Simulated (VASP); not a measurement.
The system is BeCd2S3.

```
Be Cd S
1.0
    -1.92000    1.92000    8.14500
     1.92000   -1.92000    8.14500
     1.92000    1.92000   -8.14500
Be Cd S
1 2 3
Direct
  0.00000 0.00000 0.00000
  0.65500 0.65500 0.00000
  0.34500 0.34500 0.00000
  0.42700 0.92700 0.50000
  0.07300 0.57300 0.50000
  0.75000 0.25000 0.50000
```

The cell was built by a generator and needn't be a form met in nature.

| Item | Value |
| --- | --- |
| Program | VASP 6.6.1 |
| Task | relaxation of cell and atoms |
| Functional | PBE |
| Potentials or basis | VASP PAW PBE potentials, release 64 (Be, Cd, S) |
| Cutoff | 520 eV |
| k mesh | 5 × 5 × 5 |
| Occupations | gaussian, width 0.15 eV |
| Spin | no spin polarisation |

At the start: pressure 9.0 GPa; volume 20.02 Å³/atom.

**Question.** Where does the relaxation end?

**Answer.** Over 10 steps the energy falls by 141.9 meV/atom and the volume is 21.65 Å³/atom (+8.1 %); space group I-4m2 (No. 119, to 0.05 Å).

Step by step:
| step | energy change (eV) | largest force (eV/Å) | pressure (GPa) | volume (Å³) |
| --- | --- | --- | --- | --- |
| 1 | 0.0000 | 2.8018 | 9.05 | 120.10 |
| 2 | -0.6596 | 0.2735 | -3.94 | 140.84 |
| 3 | -0.7231 | 0.7390 | -1.82 | 135.46 |
| 4 | -0.7230 | 0.7600 | -1.63 | 135.14 |
| 5 | -0.8007 | 0.3754 | -0.49 | 132.08 |
| 6 | -0.8179 | 0.4539 | 0.62 | 129.42 |
| 7 | -0.8187 | 0.4089 | 0.69 | 129.84 |
| 8 | -0.8402 | 0.2815 | -0.01 | 130.63 |
| 9 | -0.8451 | 0.1912 | -0.50 | 131.20 |
| 10 | -0.8514 | 0.0460 | -0.03 | 129.88 |

Final structure:
```cif
data_structure
_symmetry_space_group_name_H-M 'P 1'
_symmetry_Int_Tables_number 1
_cell_length_a 9.1016
_cell_length_b 9.1016
_cell_length_c 9.1016
_cell_angle_alpha 155.463
_cell_angle_beta 155.463
_cell_angle_gamma 34.976
_cell_volume 129.88
loop_
_atom_site_label
_atom_site_type_symbol
_atom_site_fract_x
_atom_site_fract_y
_atom_site_fract_z
_atom_site_occupancy
Be1 Be 0.00000 0.00000 0.00000 1
Cd1 Cd 0.65581 0.65581 0.00000 1
Cd2 Cd 0.34419 0.34419 0.00000 1
S1 S 0.43927 0.93927 0.50000 1
S2 S 0.06073 0.56073 0.50000 1
S3 S 0.75000 0.25000 0.50000 1
```

Caveat: the k mesh is coarse (spacing up to 0.46 Å⁻¹), so the values aren't converged.
